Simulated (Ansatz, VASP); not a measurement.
CsSi2 in VASP and in Ansatz

POSCAR

```
CsSi2
1.0
    6.3715700000      0.0000000000      0.0000000000
   -3.1857800000      5.5179400000      0.0000000000
    0.0000000000      0.0000000000      4.4786600000
Cs Si
1 2
Direct
    0.0000000000      0.0000000000      0.0000000000
    0.6666700000      0.3333300000      0.2503900000
    0.6666700000      0.3333300000      0.7496100000
```

INCAR.step1

```
PREC = Accurate
ENCUT = 520
EDIFF = 1E-5
ISMEAR = -1
SIGMA = 0.05
LREAL = False
LASPH = True
NELM = 100
ALGO = Normal
ISIF = 2
LWAVE = True
GGA = PE
```

INCAR.step2

```
PREC = Accurate
ENCUT = 520
EDIFF = 1E-7
ISMEAR = -1
SIGMA = 0.05
LREAL = False
LASPH = True
NELM = 100
ALGO = Normal
ISIF = 2
LWAVE = False
LCHARG = False
GGA = PE
LHFCALC = True
HFSCREEN = 0.2
AEXX = 0.05
PRECFOCK = Fast
ISTART = 1
```

The input KPOINTS:

```
Automatic mesh
0
Gamma
  3 3 3
```

Contents of input.yaml:

```yaml
crystal:
  lattice:
    - [6.37157, 0.0, 0.0]
    - [-3.18578, 5.51794, 0.0]
    - [0.0, 0.0, 4.47866]
  atoms:
    - { symbol: Cs, position: [0.0, 0.0, 0.0] }
    - { symbol: Si, position: [0.66667, 0.33333, 0.25039] }
    - { symbol: Si, position: [0.66667, 0.33333, 0.74961] }
hamiltonian:
  xc: { exchange: pbe, correlation: pbe, exx: { coeff: 0.05, omega: 0.2 } }
  pseudopotentials: { kind: paw }
kpoints:
  mp_grid: { grid: [3, 3, 3] }
scf:
  occupations: { method: fermi_dirac, width: 0.05 }
output:
  forces: true
  stress: true
  eigenvalues: true
  write_density: true
  write_potential: true
  elf: true
  volumetric_format: npy
```

The cell was built by a generator and needn't be a form met in nature.

Alike in both runs: task single point; functional HSE(alpha, omega); k mesh 3 × 3 × 3; occupations fermi-dirac, width 0.05 eV; no spin polarisation.

|  | VASP | Ansatz |
| --- | --- | --- |
| version | VASP 6.6.1 | Ansatz 0.2.0 |
| potentials or method | VASP PAW PBE potentials, release 64 (Cs_sv, Si) | Ansatz PAW |
| plane-wave cutoff (eV) | 520 | 420 |
| valence electrons in the cell | 17 | 17 |

Ansatz gave:

```
gap on the k mesh at the Fermi level (eV)       : none
pressure (GPa)                                  : 0.3
largest component of the traceless stress (GPa) : 0.72
rms of the force components (eV/Å)              : 0.010
```

Which values does VASP return?

gap on the k mesh at the Fermi level (eV): none; pressure (GPa): 0.3; largest component of the traceless stress (GPa): 0.69; rms of the force components (eV/Å): 0.009.

Atom by atom the forces differ by 0.001 eV/Å (rms over components). A gap of «none» marks a metal or a gap that the smearing closes. The functional is the same, so the differences come from potentials, cutoffs and numerics.

Caveats: the k mesh is coarse (spacing up to 0.47 Å⁻¹), so the values aren't converged, least of all with exact exchange; the PAW data sets were made with another functional, which shifts forces and pressure a little (VASP); the PAW data sets come from PBE, with cores solved anew for the run's functional, which leaves a small shift of forces and pressure (Ansatz); the thresholds are loose for stress (Ansatz). Spin-orbit coupling is left out, which matters for the levels of Cs.
